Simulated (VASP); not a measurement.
Input:

```
CELL_PARAMETERS angstrom
      3.08463     0.00000     0.00000
      0.00000     3.08463     0.00000
      0.00000     0.00000     3.08463
ATOMIC_POSITIONS crystal
  Ti 0.50000 0.50000 0.50000
  Os 0.00000 0.00000 0.00000
```

Level of theory: PBEsol GGA, VASP's PBE PAW potentials (set 64) (plane waves; VASP 6.6.1). Numerical set-up: 300 eV cut-off, 14×14×14 Γ-centred mesh, Gaussian smearing of 0.10 eV, potentials Ti_sv Os.

### Question
Give the energies of bands 5 to 13 at the high-symmetry points, in eV from the Fermi level.

### Answer

| band | Γ | X | M | R |
|---|---|---|---|---|
| 5 | -8.46 | -5.48 | -5.52 | -3.63 |
| 6 | -5.23 | -3.62 | -5.26 | -3.63 |
| 7 | -5.23 | -3.35 | -3.13 | -3.63 |
| 8 | -1.30 | -1.61 | -3.13 | -1.54 |
| 9 | -1.30 | -1.61 | 0.91 | -1.54 |
| 10 | -1.30 | -0.85 | 0.91 | -1.54 |
| 11 | 1.85 | -0.09 | 1.11 | 1.33 |
| 12 | 1.85 | 0.67 | 1.21 | 1.33 |
| 13 | 3.67 | 0.67 | 2.15 | 3.00 |

It has no gap at this level: it comes out as a metal or semimetal.

The structure comes from a computed database's TiOs entry (Pm-3m); how it stands against other phases isn't given here. The cell was not relaxed at this level.
